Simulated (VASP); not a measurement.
Calculation: TPSS meta-GGA, VASP's PBE PAW potentials (set 64) (plane waves; VASP).

VASP input:

### KPOINTS
```
Regular mesh
0
gamma
  14 14 14
0 0 0
```

### INCAR
```
SYSTEM = W
PREC = Accurate; ENCUT = 400; LREAL = F
LASPH = T
EDIFF = 1E-6; NELM = 100; ALGO = Normal
LMAXMIX = 6; LMIXTAU = T
ISMEAR = 1; SIGMA = 0.1
METAGGA = TPSS
ISIF = 2
LWAVE = F; LCHARG = F
```

File POSCAR:
```
W
1
   -1.6116000000     1.6116000000     1.6116000000
    1.6116000000    -1.6116000000     1.6116000000
    1.6116000000     1.6116000000    -1.6116000000
W
1
Direct
  0.0000000000   0.0000000000   0.0000000000
```

POTCAR, in this order: W_sv (PBE.64 set). Program: vasp_std.

Output of the run:

OSZICAR:
```
       N       E                     dE             d eps       ncg     rms          rms(c)
DAV:   1     0.131351310412E+03    0.13135E+03   -0.99086E+03  2405   0.186E+03
DAV:   2     0.201727905753E+02   -0.11118E+03   -0.10686E+03  2681   0.447E+02
DAV:   3     0.161675510935E+02   -0.40052E+01   -0.38927E+01  2964   0.912E+01
DAV:   4     0.160999636989E+02   -0.67587E-01   -0.67474E-01  2917   0.127E+01
DAV:   5     0.160984901710E+02   -0.14735E-02   -0.14734E-02  3094   0.160E+00    0.268E+01
DAV:   6    -0.142972199116E+02   -0.30396E+02   -0.35585E+01  2288   0.764E+01    0.612E+00
DAV:   7    -0.135018238679E+02    0.79540E+00   -0.14988E+00  2558   0.161E+01    0.109E+00
DAV:   8    -0.140872149054E+02   -0.58539E+00   -0.41298E-01  2318   0.954E+00    0.156E+00
DAV:   9    -0.142495696395E+02   -0.16235E+00   -0.10367E-01  2400   0.476E+00    0.746E-01
DAV:  10    -0.143201383085E+02   -0.70569E-01   -0.24655E-02  2327   0.231E+00    0.724E-02
DAV:  11    -0.143235282618E+02   -0.33900E-02   -0.12770E-03  2578   0.423E-01    0.403E-02
DAV:  12    -0.143251320313E+02   -0.16038E-02   -0.28753E-04  2597   0.248E-01    0.604E-02
DAV:  13    -0.143252547690E+02   -0.12274E-03   -0.20071E-05  2463   0.596E-02    0.143E-02
DAV:  14    -0.143252293307E+02    0.25438E-04   -0.26265E-06  2408   0.199E-02    0.104E-03
DAV:  15    -0.143252349261E+02   -0.55954E-05   -0.19072E-07  1177   0.530E-03    0.110E-03
DAV:  16    -0.143252270428E+02    0.78833E-05   -0.65508E-08  1189   0.290E-03    0.295E-04
DAV:  17    -0.143252287455E+02   -0.17027E-05   -0.47384E-09  1168   0.908E-04    0.242E-04
DAV:  18    -0.143252282173E+02    0.52818E-06   -0.44247E-10  1174   0.305E-04
   1 F= -.14325228E+02 E0= -.14325227E+02  d E =-.353133E-05
```

File OUTCAR:
```
------------------------ aborting loop because EDIFF is reached ----------------------------------------
  FORCE on cell =-STRESS in cart. coord.  units (eV):
  Direction    XX          YY          ZZ          XY          YZ          ZX
  --------------------------------------------------------------------------------------
  Total       -1.3679237     -1.3679237     -1.3679237      0.0000000     -0.0000000      0.0000000
  in kB     -130.9003109   -130.9003109   -130.9003109      0.0000000     -0.0000000      0.0000000
  external PRESSURE =    -130.9003109 kB  Pullay stress =       0.0000000 kB
  volume of cell :       16.74
      direct lattice vectors                 reciprocal lattice vectors
    -1.611600000  1.611600000  1.611600000     0.000000000  0.310250683  0.310250683
     1.611600000 -1.611600000  1.611600000     0.310250683  0.000000000  0.310250683
     1.611600000  1.611600000 -1.611600000     0.310250683  0.310250683  0.000000000
 POSITION                                       TOTAL-FORCE (eV/Angst)
 -----------------------------------------------------------------------------------
      0.00000      0.00000      0.00000         0.000000     -0.000000      0.000000
 -----------------------------------------------------------------------------------
    total drift:                               -0.000000     -0.000000     -0.000000
  FREE ENERGIE OF THE ION-ELECTRON SYSTEM (eV)
  ---------------------------------------------------
  free  energy   TOTEN  =       -14.3252282173 eV

  energy  without entropy=      -14.3252246860  energy(sigma->0) =      -14.32522704
```
(Selected blocks of OUTCAR.)

The compound is W in the bcc structure. The cell was not relaxed at this level. The run is one of a series of settings (GGA removed, LMIXTAU = .TRUE., METAGGA = TPSS against the base run), some of them coarse on purpose.
